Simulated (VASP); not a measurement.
Output of a VASP run:

**OSZICAR**
```
       N       E                     dE             d eps       ncg     rms          rms(c)
DAV:   1     0.127018237027E+03    0.12702E+03   -0.10908E+04  5232   0.199E+03
DAV:   2    -0.351379637118E+01   -0.13053E+03   -0.12443E+03  5131   0.324E+02
DAV:   3    -0.795582803138E+01   -0.44420E+01   -0.43750E+01  6359   0.706E+01
DAV:   4    -0.800314686064E+01   -0.47319E-01   -0.47285E-01  5786   0.607E+00
DAV:   5    -0.800452264639E+01   -0.13758E-02   -0.13758E-02  7565   0.117E+00    0.123E+01
DAV:   6    -0.748283529937E+01    0.52169E+00   -0.85048E+00  5182   0.878E+01    0.564E+00
DAV:   7    -0.708346619305E+01    0.39937E+00   -0.32648E+00  6159   0.931E+01    0.596E+00
DAV:   8    -0.702780261662E+01    0.55664E-01   -0.25269E-01  7044   0.133E+01    0.293E+00
DAV:   9    -0.701864832912E+01    0.91543E-02   -0.43205E-02  7624   0.611E+00    0.263E-01
DAV:  10    -0.701788048564E+01    0.76784E-03   -0.64374E-03  7660   0.174E+00    0.889E-02
DAV:  11    -0.701789205778E+01   -0.11572E-04   -0.14802E-04  7705   0.317E-01    0.347E-02
DAV:  12    -0.701788497656E+01    0.70812E-05   -0.14552E-05  7674   0.114E-01    0.266E-03
DAV:  13    -0.701788467794E+01    0.29862E-06   -0.90152E-07  7490   0.283E-02    0.317E-03
DAV:  14    -0.701788474327E+01   -0.65339E-07   -0.26598E-07  4013   0.186E-02
   1 F= -.52554054E+01 E0= -.52553326E+01  d E =-.525541E+01
```

### OUTCAR
```
------------------------ aborting loop because EDIFF is reached ----------------------------------------
  FORCE on cell =-STRESS in cart. coord.  units (eV):
  Direction    XX          YY          ZZ          XY          YZ          ZX
  --------------------------------------------------------------------------------------
  Total        1.7613940      1.7613940      1.7496038      0.0000000      0.0000000     -0.0000000
  in kB       99.9384178     99.9384178     99.2694631      0.0000000      0.0000000     -0.0000000
  external PRESSURE =      -0.2845671 kB  Pullay stress =     100.0000000 kB
  volume of cell :       28.24
      direct lattice vectors                 reciprocal lattice vectors
     2.840656264  0.000000000  0.000000000     0.352031329  0.000000000  0.000000000
     0.000000000  2.840656264  0.000000000     0.000000000  0.352031329  0.000000000
     0.000000000  0.000000000  3.499429534     0.000000000  0.000000000  0.285760862
 POSITION                                       TOTAL-FORCE (eV/Angst)
 -----------------------------------------------------------------------------------
      0.00000      0.00000      0.00000         0.000000      0.000000      0.000000
      1.42033      1.42033      1.74971         0.000000      0.000000      0.000000
 -----------------------------------------------------------------------------------
    total drift:                               -0.000000      0.000000      0.000000
  FREE ENERGIE OF THE ION-ELECTRON SYSTEM (eV)
  ---------------------------------------------------
  free  energy   TOTEN  =        -7.0178847433 eV

  energy  without entropy=       -7.0176664612  energy(sigma->0) =       -7.01781198
  enthalpy is  TOTEN    =        -5.2554053833 eV   P V=        1.7624793600

 reached required accuracy - stopping structural energy minimisation
```
(Selected blocks of OUTCAR.)

**POSCAR**
```
CuAu
1
    2.8406562636     0.0000000000     0.0000000000
   -0.0000000000     2.8406562636     0.0000000000
    0.0000000000     0.0000000000     3.4994295342
Cu Au
1 1
Direct
  0.0000000000   0.0000000000   1.0000000000
  0.5000000000   0.5000000000   0.5000000000
```

Problem. Write an INCAR and KPOINTS that could have produced this output.

Solution. One answer among several that fit: the input of the run itself, PBE GGA, plane waves, VASP's PBE PAW potentials (set 64).

### INCAR
```
SYSTEM = CuAu
PREC = Accurate; ENCUT = 480; LREAL = .FALSE.
LASPH = .TRUE.
EDIFF = 1E-7; NELM = 100; ALGO = Normal
LMAXMIX = 6
ISMEAR = 1; SIGMA = 0.1
GGA = PE
IBRION = 2; NSW = 40; ISIF = 3
EDIFFG = -0.01; PSTRESS = 100
LWAVE = .FALSE.; LCHARG = .FALSE.
```

### KPOINTS
```
Automatic mesh
0
Gamma
12 12 10
0 0 0
```

POTCAR, in this order: Cu Au (PBE.64 set). Program: vasp_std.

The compound is CuAu in the L1_0 structure. It was relaxed first under an external pressure of 10 GPa.
